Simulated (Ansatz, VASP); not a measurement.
## Cross-check of C between VASP and Ansatz

Aim: how closely do two programs agree when they are given the same cell, functional and k mesh? The cell is taken from a series of VASP runs on this material, whose earlier steps may have relaxed, scaled or displaced it; both programs get it as it stands.

Calculated with Ansatz 0.2.0; plane waves, with VASP 6.6.1 beside it; band structure at r2SCAN, band structure at LDA and single point at LDA.

## Step 1: The structure

It takes space group Fd-3m (No. 227, cubic). Conventional cell: a = 3.572 Å, b = 3.572 Å, c = 3.572 Å, α = 90.00°, β = 90.00°, γ = 90.00°. Nearest to C lie 4 C at 1.55 Å.

Structure file:

```xyz
2
Lattice="0.0000 1.7858 1.7858 1.7858 0.0000 1.7858 1.7858 1.7858 0.0000" Properties=species:S:1:pos:R:3 pbc="T T T"
C     0.0000    0.0000    0.0000
C     0.8929    0.8929    0.8929
```

## Step 2: VASP: band structure, r2SCAN

Levels along a path test the potential and the projectors away from the mesh points.

Lines of VASP's logs that name or quote its potential files are left out, and so is its time.

The input, INCAR:

```
SYSTEM = C
PREC = Accurate
ENCUT = 460
EDIFF = 1E-06
NELM = 100
ISMEAR = 0
SIGMA = 0.03
LREAL = .FALSE.
ALGO = Normal
METAGGA = R2SCAN
LASPH = .TRUE.
NBANDS = 16
LORBIT = 11
LWAVE = .FALSE.
LCHARG = .FALSE.
KPAR = 4
```

The input, POSCAR:

```
C
1.0
    0.0000000000      1.7858110000      1.7858110000
    1.7858110000      0.0000000000      1.7858110000
    1.7858110000      1.7858110000      0.0000000000
C
2
Direct
    0.0000000000      0.0000000000      0.0000000000
    0.2500000000      0.2500000000      0.2500000000
```

The input, KPOINTS:

```
Automatic mesh
0
Gamma
10 10 10
0 0 0
```

The input, KPOINTS_OPT:

```
Line mode
10
Line-mode
Reciprocal
  0.00000000   0.00000000   0.00000000 GAMMA
  0.50000000   0.00000000   0.50000000 X

  0.50000000   0.00000000   0.50000000 X
  0.50000000   0.25000000   0.75000000 W

  0.50000000   0.25000000   0.75000000 W
  0.37500000   0.37500000   0.75000000 K

  0.37500000   0.37500000   0.75000000 K
  0.00000000   0.00000000   0.00000000 GAMMA

  0.00000000   0.00000000   0.00000000 GAMMA
  0.50000000   0.50000000   0.50000000 L

  0.50000000   0.50000000   0.50000000 L
  0.62500000   0.25000000   0.62500000 U

  0.62500000   0.25000000   0.62500000 U
  0.50000000   0.25000000   0.75000000 W

  0.50000000   0.25000000   0.75000000 W
  0.50000000   0.50000000   0.50000000 L

  0.50000000   0.50000000   0.50000000 L
  0.37500000   0.37500000   0.75000000 K

  0.62500000   0.25000000   0.62500000 U
  0.50000000   0.00000000   0.50000000 X
```

PAW data sets: C (PBE family, release 64).

Launch:

```sh
$ mpirun -np 4 vasp_std
```

Numbers of over 12 decimals in the logs are rounded to 6 here.

What it wrote:

```text
[banner, memory and clock lines left out]
running    4 mpi-ranks, on    1 nodes
 distrk:  each k-point on    1 cores,    4 groups
 distr:  one band on    1 cores,    1 groups

 POSCAR found type information on POSCAR C
 POSCAR found :  1 types and       2 ions
|                                                                             |
|               ----> ADVICE to this user running VASP <----                  |
|                                                                             |
|     You enforced a specific xc type in the INCAR file but a different       |
|     [... a line on the potential file left out ...]
|     I HOPE YOU KNOW WHAT YOU ARE DOING!                                     |
|                                                                             |

 LDA part: xc-table for (None), standard interpolation
 POSCAR, INCAR and KPOINTS ok, starting setup
 FFT: planning ... GRIDC
 FFT: planning ... GRID_SOFT
 FFT: planning ... GRID
 WAVECAR not read
 entering main loop
       N       E                     dE             d eps       ncg     rms          rms(c)
DAV:   1    -0.175753920564E+01   -0.17575E+01   -0.42187E+03  1552   0.457E+02
DAV:   2    -0.216761054246E+02   -0.19919E+02   -0.19154E+02  2000   0.104E+02
DAV:   3    -0.219430799101E+02   -0.26697E+00   -0.26690E+00  1680   0.907E+00
DAV:   4    -0.219432488492E+02   -0.16894E-03   -0.16894E-03  2008   0.296E-01
DAV:   5    -0.219432489742E+02   -0.12498E-06   -0.12497E-06  1704   0.670E-03    0.512E+00
DAV:   6    -0.197547727629E+02    0.21885E+01   -0.19483E-01  1504   0.247E+00    0.387E+00
DAV:   7    -0.196589239677E+02    0.95849E-01   -0.17487E-01  1664   0.250E+00    0.734E-01
DAV:   8    -0.196599373185E+02   -0.10134E-02   -0.57247E-03  1872   0.490E-01    0.404E-01
DAV:   9    -0.196603260838E+02   -0.38877E-03   -0.15934E-04  1632   0.961E-02    0.214E-02
DAV:  10    -0.196603267447E+02   -0.66088E-06   -0.17882E-06  2000   0.862E-03
   1 F= -.19660327E+02 E0= -.19660327E+02  d E =-.459790E-16
 Start KPOINTS_OPT (optional k-point list driver)
k-point batch [1-47\100]
       N       E                     dE             ncg
DAV:   1     0.121348118558E+04   -0.12638E+05     1520
DAV:   2     0.249023137611E+03   -0.96446E+03     2016
DAV:   3     0.233988621287E+03   -0.15035E+02     1704
DAV:   4     0.233978760341E+03   -0.98609E-02     1992
DAV:   5     0.233978753443E+03   -0.68975E-05     1720
DAV:   6     0.233978753435E+03   -0.80091E-08     1584
[...]
k-point batch [95-100\100]
       N       E                     dE             ncg
DAV:   1     0.178463290076E+05   -0.27905E+04      208
DAV:   2     0.177188514560E+05   -0.12748E+03      256
DAV:   3     0.177174845121E+05   -0.13669E+01      208
DAV:   4     0.177174837818E+05   -0.73027E-03      272
DAV:   5     0.177174837813E+05   -0.47269E-06      208
```

OUTCAR, selected parts (step 2):

```text
ion  position               nearest neighbor table
   1  0.000  0.000  0.000-   2 1.55   2 1.55   2 1.55   2 1.55
   2  0.250  0.250  0.250-   1 1.55   1 1.55   1 1.55   1 1.55

  LATTYP: Found a face centered cubic cell.
 ALAT       =     3.5716220000

 Subroutine GETGRP returns: Found 48 space group operations
 (whereof 24 operations were pure point group operations)

The static configuration has the point symmetry T_d .
 The point group associated with its full space group is O_h .

 Found     47 irreducible k-points:

   k-points           NKPTS =     47   k-points in BZ     NKDIM =     47   number of bands    NBANDS=     16

   dimension x,y,z NGX =    18 NGY =   18 NGZ =   18
   dimension x,y,z NGXF=    36 NGYF=   36 NGZF=   36

   ENCUT  =  460.0 eV  33.81 Ry    5.81 a.u.   4.42  4.42  4.42*2*pi/ulx,y,z

   NELECT =       8.0000    total number of electrons

 k-points in reciprocal lattice and weights: Automatic mesh
   0.00000000  0.00000000  0.00000000       0.001
   0.10000000  0.00000000  0.00000000       0.008
   0.20000000  0.00000000  0.00000000       0.008
   0.30000000  0.00000000  0.00000000       0.008
   0.40000000  0.00000000  0.00000000       0.008
   0.50000000  0.00000000  0.00000000       0.004
   0.10000000  0.10000000  0.00000000       0.006
   0.20000000  0.10000000  0.00000000       0.024
   0.30000000  0.10000000  0.00000000       0.024
[...]
-0.30000000  0.40000000  0.20000000       0.024
  -0.30000000  0.50000000  0.20000000       0.012

 average (electrostatic) potential at core
       1 -47.5066       2 -47.5066

 E-fermi :   9.8107

 k-point     1 :       0.0000    0.0000    0.0000
  band No.  band energies     occupation
      1     -12.9852      2.00000
      2       9.6527      2.00000
      3       9.6527      2.00000
      4       9.6527      2.00000
      5      15.4813      0.00000
      6      15.4813      0.00000
      7      15.4813      0.00000
      8      23.3719      0.00000
      9      29.9890      0.00000
    ...

 k-point     2 :       0.1000    0.0000    0.0000
  band No.  band energies     occupation
      1     -12.6969      2.00000
      2       7.8620      2.00000
      3       9.1779      2.00000
      4       9.1779      2.00000
      5      16.1050      0.00000
      6      16.1050      0.00000
      7      16.4818      0.00000
      8      23.6702      0.00000
      9      30.4689      0.00000
    ...

 k-point     3 :       0.2000    0.0000    0.0000
  band No.  band energies     occupation
      1     -11.8376      2.00000
      2       4.4691      2.00000
      3       8.2492      2.00000
      4       8.2492      2.00000
      5      17.3035      0.00000
      6      17.3035      0.00000
      7      17.7092      0.00000
      8      24.5013      0.00000
      9      31.2856      0.00000
    ...

  Total       -0.2274774     -0.2274774     -0.2274774     -0.0000000     -0.0000000     -0.0000000
  in kB      -31.9972283    -31.9972283    -31.9972283     -0.0000000     -0.0000000     -0.0000000
  external PRESSURE =     -31.9972283 kB  Pullay stress =       0.0000000 kB

  energy-cutoff  :      460.00
  volume of cell :       11.39
      direct lattice vectors                 reciprocal lattice vectors
     0.000000000  1.785811000  1.785811000    -0.279984836  0.279984836  0.279984836
     1.785811000  0.000000000  1.785811000     0.279984836 -0.279984836  0.279984836
     1.785811000  1.785811000  0.000000000     0.279984836  0.279984836 -0.279984836

 POSITION                                       TOTAL-FORCE (eV/Angst)
 -----------------------------------------------------------------------------------
      0.00000      0.00000      0.00000        -0.000000     -0.000000     -0.000000
      0.89291      0.89291      0.89291         0.000000      0.000000      0.000000
 -----------------------------------------------------------------------------------
    total drift:                               -0.000000     -0.000000     -0.000000

  FREE ENERGIE OF THE ION-ELECTRON SYSTEM (eV)
  ---------------------------------------------------
  free  energy   TOTEN  =       -19.6603267447 eV

  energy  without entropy=      -19.6603267447  energy(sigma->0) =      -19.66032674

 total charge
# of ion       s       p       d       tot
------------------------------------------
    1        0.846   1.734   0.000   2.580
    2        0.846   1.734   0.000   2.580
--------------------------------------------------
tot          1.693   3.467   0.000   5.160

[... 3 further parts left out ...]
```

The run ends at a pressure of -3.20 GPa.

## Step 3: Ansatz: band structure, r2SCAN

Ansatz runs on its default PAW (the set named soft_2) files.

The same cell, functional, mesh and smearing now go to Ansatz, which takes its cutoff from its data sets.

The input, input.yaml:

```yaml
crystal:
  lattice:
    - [0.0, 1.785811, 1.785811]
    - [1.785811, 0.0, 1.785811]
    - [1.785811, 1.785811, 0.0]
  atoms:
    - { symbol: C, position: [0.0, 0.0, 0.0] }
    - { symbol: C, position: [0.25, 0.25, 0.25] }
hamiltonian:
  xc: r2scan
  pseudopotentials: { kind: paw }
kpoints:
  mp_grid: { grid: [10, 10, 10] }
  band_path:
    path:
      - [0.0, 0.0, 0.0]
      - [0.16667, 0.0, 0.16667]
      - [0.33333, 0.0, 0.33333]
      - [0.5, 0.0, 0.5]
      - [0.5, 0.08333, 0.58333]
      - [0.5, 0.19444, 0.69444]
      - [0.5, 0.25, 0.75]
      - [0.45833, 0.29167, 0.75]
      - [0.40278, 0.34722, 0.75]
      - [0.375, 0.375, 0.75]
      - [0.20833, 0.20833, 0.41667]
      - [0.08333, 0.08333, 0.16667]
      - [0.0, 0.0, 0.0]
      - [0.22222, 0.22222, 0.22222]
      - [0.38889, 0.38889, 0.38889]
      - [0.51389, 0.47222, 0.51389]
      - [0.55556, 0.38889, 0.55556]
      - [0.61111, 0.27778, 0.61111]
      - [0.61111, 0.25, 0.63889]
      - [0.56944, 0.25, 0.68056]
      - [0.51389, 0.25, 0.73611]
      - [0.5, 0.27778, 0.72222]
      - [0.5, 0.38889, 0.61111]
      - [0.5, 0.47222, 0.52778]
      - [0.48611, 0.48611, 0.52778]
      - [0.43056, 0.43056, 0.63889]
      - [0.38889, 0.38889, 0.72222]
      - [0.59722, 0.19444, 0.59722]
      - [0.55556, 0.11111, 0.55556]
      - [0.5, 0.0, 0.5]
    npoints: 1
scf:
  occupations: { method: gaussian, width: 0.03 }
  n_extra_bands: 7
output:
  forces: true
  stress: true
  eigenvalues: true
```

Launch:

```sh
$ ansatz run input.yaml --threads 2 --pin off --max-ram 4608MiB --backend cpu --events-out ev --progress --plain --runs-dir out
```

What it wrote:

```text
scf.n_extra_bands = 7 over 4 filled bands (N_el = 8.0): the run solves 11 bands
Engine: ansatz 0.2.0, aarch64-unknown-linux-gnu
Pseudopotentials: kind: paw
Pseudopotential: C, paw, valence charge 4, recommended cutoff 500 eV (meta_gga), C.paw.azcp
Functional definition: r2SCAN
  parameter k0 = 0.174
  parameter k1 = 0.065
  parameter a1 = 4.9479
  exchange = r2scan_x(k0 = k0, k1 = k1, a1 = a1)
  correlation = r2scan_c
Crystal: 2 atoms, lattice volume = 11.390 Å³
Basis set: ecut = 500 eV, 283 PW (Γ), exchange–correlation on 80×80×80 points (64 copies of the dense FFT grid, shifted against one another)
Bands: 11, of which v1, the nominal top of the filled ones, is band 4 counted from 1 (3 counted from 0)
Symmetry: 48 space group operations
Space group: Fd-3m (ITA 227), of the structure as read, at distance tolerance 2.2e-5 Å
k-points: 47 of 1000
Non-local potential: C, projectors of the file, l = 0: 2, l = 1: 2, l = 2: 1
PAW form: soft (Blöchl's): semilocal exchange-correlation on the pseudo side does not see the compensation charge
PAW frozen core: C, regenerated for the run's functional (the file was generated under x = pbe(κ = 0.804, μ = 0.219515), c = pbe(β = 0.066725))
PAW one-centre angular grid: C, 302 points (default); XC on 239 of its mesh's 2573 points in the sphere
Initial density: superposition of atomic densities (neutral atoms: chi_scale 0, normalization atom), corrected by the library's trained network
Initial wavefunctions: pseudopotential atomic-orbital guess
Functional: x = r2scan, c = r2scan; τ floored in thin density (d = 2e-4 eV/Å³)
SCF iter   1: F=—  HF=-503.054636 eV  |F-HF|=—  |Δ(HF+E_count)|=         —  Δρ=8.87e-3  dr2=2.41e-3  dr2_τ=3.76e-1  ethr=1.77e-3  ⟨swp⟩=5.4  Hψ=3164  notcnv=0  defer=8
preconditioner: auto → none  [insulator: Δε(μ)=4.325 eV  Ē_g=26.358 eV  σ=0.030 eV  W_gap=1.00  n_scr=0 (ndim 8)  ℏωp=31.1 eV  f_vac=0.000  D(μ)=0.00/eV (n_scr^D=0)  ε∞_Penn≈2.4]
SCF iter   2: F=—  HF=-503.109946 eV  |F-HF|=—  |Δ(HF+E_count)|=   5.53e-2  Δρ=5.56e-3  dr2=9.71e-4  dr2_τ=5.82e-5  ethr=3.01e-5  ⟨swp⟩=2.3  Hψ=1314  notcnv=0  defer=116
SCF iter   3: F=—  HF=-503.109974 eV  |F-HF|=—  |Δ(HF+E_count)|=   2.80e-5  Δρ=1.75e-3  dr2=1.03e-4  dr2_τ=1.44e-5  ethr=1.21e-5  ⟨swp⟩=2.6  Hψ=606  notcnv=0  defer=116
SCF iter   4: F=—  HF=-503.110009 eV  |F-HF|=—  |Δ(HF+E_count)|=   3.43e-5  Δρ=3.48e-4  dr2=4.10e-6  dr2_τ=2.78e-7  ethr=1.28e-6  ⟨swp⟩=1.1  Hψ=422  notcnv=0  defer=116
SCF iter   5: F=—  HF=-503.110010 eV  |F-HF|=—  |Δ(HF+E_count)|=   1.76e-6  Δρ=8.14e-5  dr2=2.25e-7  dr2_τ=2.69e-8  ethr=5.12e-8  ⟨swp⟩=1.6  Hψ=482  notcnv=0  defer=116
SCF iter   6: F=-503.110011 eV  HF=-503.110011 eV  |F-HF|=3.43e-10  |Δ(HF+E_count)|=   1.52e-7  Δρ=3.19e-6  dr2=2.94e-10  dr2_τ=6.46e-11  ethr=1.25e-9  ⟨swp⟩=8.3  Hψ=2684  notcnv=0
SCF 1 converged in 6 iterations: F = -503.110011 eV  dr2 = 2.94e-10
  greatest PAW one-centre occupation: 0.657 electrons in one spin orbital (limit 2), on the C atom at site 1 (counted from 0), in its partial waves of l = 0
NSCF: frozen V_eff on 30 k-points
SCF converged after 6 iterations
Free energy (F): -503.110011 eV
Harris-Foulkes:  -503.110011 eV  (|F-HF|=3.43e-10)
Internal energy: -503.110011 eV  (E = F + TS)
E sigma→0 (E₀):  -503.110011 eV
Fermi energy:    15.407075 eV
--- Per-component energies (eV) ---
  E_band       = 29.881635
  E_kinetic    = 183.847185
  E_local      = -121.428616  (includes V_loc(G=0)·N_el)
  E_nonlocal   = 52.468296
  E_hartree    = 26.733080
  E_xc         = -95.784526
  E_vxc        = -132.354000  (∫ρ·V_xc dr)
  E_paw        = -201.410150  (= ΣΔE_a)
  E_vpaw       = -13.102553  (= ΣTr[D̂ρ^β])
  E_aug_tail   = 0.000008  (compensation charges beyond the density's cutoff)
  E_vtau       = 6.985221  (kinetic-family band-sum trace: ∫τ·v_τ [+ j·A + Jᵃ·Aᵃ] dr)
  E_ewald      = -347.485740
  E_core_change = -0.049547  (= ΣΔE_core)
  E_smearing   = -0.000000  (= −TS)
  E_closure    = 0.000000  (closes the sum)
  Σ components = -503.110011   (vs F -503.110011, Δ=0.00e0)
--- Forces (eV/Å), atoms counted from 1 ---
  atom   1  C      0.00000000     0.00000000    -0.00000000
  atom   2  C     -0.00000000    -0.00000000     0.00000000
  max |Σ_I F_I| component: 5.55e-17 eV/Å
--- Stress (GPa, compression-positive) ---
       -4.219372       0.000000       0.000000
        0.000000      -4.219372      -0.000000
        0.000000       0.000000      -4.219372
  P = ⅓ Tr σ = -4.2194 GPa (-42.194 kbar)
--- Band table (eV; the first three rows and the last of 47) ---
  k-point 0: bands = [-9.4019, 13.2144, 13.2144, 13.2144, 19.0829, 19.0829, 19.0829, 26.8900, ... 3 higher]
  k-point 1: bands = [-9.1138, 11.4309, 12.7423, 12.7423, 19.7040, 19.7040, 20.0743, 27.1924, ... 3 higher]
  k-point 2: bands = [-8.2552, 8.0436, 11.8165, 11.8165, 20.9013, 20.9013, 21.2858, 28.0342, ... 3 higher]
  k-point 46: bands = [0.3465, 0.3465, 4.7507, 4.7507, 23.0916, 23.0916, 27.3949, 27.3949, ... 3 higher]
```

Run time: 0.89 s. Hardware: 2 threads of Arm Neoverse V1, shared host; peak memory 0.27 GiB; 1.6 s of CPU time.

## Step 4: Side by side

Known differences besides the potentials themselves: VASP keeps PBE cores, Ansatz makes them for the functional; the cutoff is 500 eV in Ansatz and 460 eV in VASP. Total energies have different zeros and are not compared.

Both answers:

```csv
quantity,Ansatz,VASP,difference
pressure (GPa),-4.22,-3.20,-1.02
pressure without Ansatz's Pulay correction (GPa),-4.29,-3.20,-1.09
gap over the path points (eV),4.362,4.334,+0.029
```

Levels at points of the path, from each program's valence-band top (eV; 3 filled, then empty):

```csv
k (reciprocal lattice),Ansatz,VASP
0.000 0.000 0.000,0.00 0.00 0.00 5.87 5.87 5.87,0.00 0.00 0.00 5.83 5.83 5.83
0.167 0.000 0.167,-2.71 -2.71 -2.43 5.17 9.51 9.51,-2.72 -2.72 -2.43 5.13 9.49 9.49
0.333 0.000 0.333,-7.69 -5.58 -5.58 4.36 8.12 14.86,-7.70 -5.60 -5.60 4.33 8.11 14.85
0.500 0.000 0.500,-13.54 -6.62 -6.62 5.01 5.01 17.84,-13.56 -6.63 -6.63 4.99 4.99 17.83
0.500 0.083 0.583,-13.38 -7.15 -7.15 6.06 6.06 17.25,-13.40 -7.16 -7.16 6.04 6.04 17.25
0.500 0.194 0.694,-12.89 -8.42 -8.42 9.67 9.67 14.37,-12.90 -8.44 -8.44 9.66 9.66 14.36
0.500 0.250 0.750,-12.77 -8.66 -8.66 11.25 11.25 12.86,-12.79 -8.68 -8.68 11.24 11.24 12.86
0.458 0.292 0.750,-12.42 -9.22 -7.59 9.06 11.45 13.61,-12.43 -9.24 -7.61 9.04 11.44 13.60
0.403 0.347 0.750,-12.44 -9.63 -5.93 6.39 11.32 14.94,-12.45 -9.65 -5.95 6.37 11.31 14.92
0.375 0.375 0.750,-12.45 -9.68 -5.64 5.97 11.29 15.19,-12.47 -9.70 -5.65 5.95 11.29 15.18
```

Among the levels compared at these points, filled levels agree within 18 meV and empty ones within 42 meV. Ansatz's pressure holds a Pulay correction of 0.07 GPa; VASP's holds none.

## Step 5: Other set-ups

Further runs change the set-up of one program: Ansatz's method, potentials or start, or VASP's data sets, cutoff or form of LDA. The table gives Ansatz less VASP for each quantity, since a change that brings one quantity closer may part another.

```csv
run,pressure (GPa),gap over the path points (eV),pressure without Ansatz's Pulay correction (GPa)
as above,-1.0,0.029,-1.1
cores kept as stored,-1.3,0.032,-1.4
Ansatz's all-electron LAPW method,-1.2,0.025,
Ansatz's larger PAW set (cutoff 800 eV),-1.2,0.025,-1.5
norm-conserving potentials (cutoff 1200 eV),-1.2,0.037,
```

## Step 6: Ansatz: band structure, LDA

Levels along a path test the potential and the projectors away from the mesh points. The cell compared in this pair holds 11.05 Å³, against 11.39 Å³ for the pair before.

The cell is taken from a series of VASP runs on this material, whose earlier steps may have relaxed, scaled or displaced it; both programs get it as it stands.

Changes to input.yaml since step 3:

```diff
@@ -2,5 +2,5 @@
   lattice:
-    - [0.0, 1.785811, 1.785811]
-    - [1.785811, 0.0, 1.785811]
-    - [1.785811, 1.785811, 0.0]
+    - [0.0, 1.7679418686, 1.7679418686]
+    - [1.7679418686, 0.0, 1.7679418686]
+    - [1.7679418686, 1.7679418686, 0.0]
   atoms:
@@ -9,3 +9,3 @@
 hamiltonian:
-  xc: r2scan
+  xc: lda
   pseudopotentials: { kind: paw }
@@ -18,2 +18,3 @@
       - [0.33333, 0.0, 0.33333]
+      - [0.38889, 0.0, 0.38889]
       - [0.5, 0.0, 0.5]
@@ -53 +54,5 @@
   eigenvalues: true
+  write_density: true
+  write_potential: true
+  elf: true
+  volumetric_format: npy
```

What it wrote:

```text
[...]
Crystal: 2 atoms, lattice volume = 11.052 Å³
Basis set: ecut = 420 eV, 181 PW (Γ)
Bands: 11, of which v1, the nominal top of the filled ones, is band 4 counted from 1 (3 counted from 0)
Symmetry: 48 space group operations
[...]
k-points: 47 of 1000
[...]
--- Band table (eV; the first three rows and the last of 47) ---
  k-point 0: bands = [-8.1428, 13.5387, 13.5387, 13.5387, 19.1522, 19.1522, 19.1522, 27.6303, ... 3 higher]
  k-point 1: bands = [-7.8616, 11.8399, 13.0750, 13.0750, 19.7488, 19.7488, 20.1401, 27.7916, ... 3 higher]
  k-point 2: bands = [-7.0222, 8.6021, 12.1774, 12.1774, 20.8974, 20.8974, 21.4753, 28.2339, ... 3 higher]
  k-point 46: bands = [1.4910, 1.4910, 5.1606, 5.1606, 22.9398, 22.9398, 27.2741, 27.2741, ... 3 higher]
[key lines of the parts left out:]
SCF converged after 6 iterations
Free energy (F): -485.985141 eV
Fermi energy:    15.637661 eV
P = ⅓ Tr σ = -1.6183 GPa (-16.183 kbar)
```

It took 1 s on 2 threads; peak memory 0.24 GiB; 0.9 s of CPU time.

(Part 1 of 2 ends here.)

[Lines on the potential files, build, host, timing and source positions are cut from VASP's logs without a mark.]

[Logs are printed without paths, hosts, clocks, repeated set-up lines and the standing remarks that a program may print on its own settings, such as how far it seeks lower states.]

[Hosts, paths, dates, database ids (printed as entryN), source tags and the programs' standing remarks are cut or masked in the printed files.]
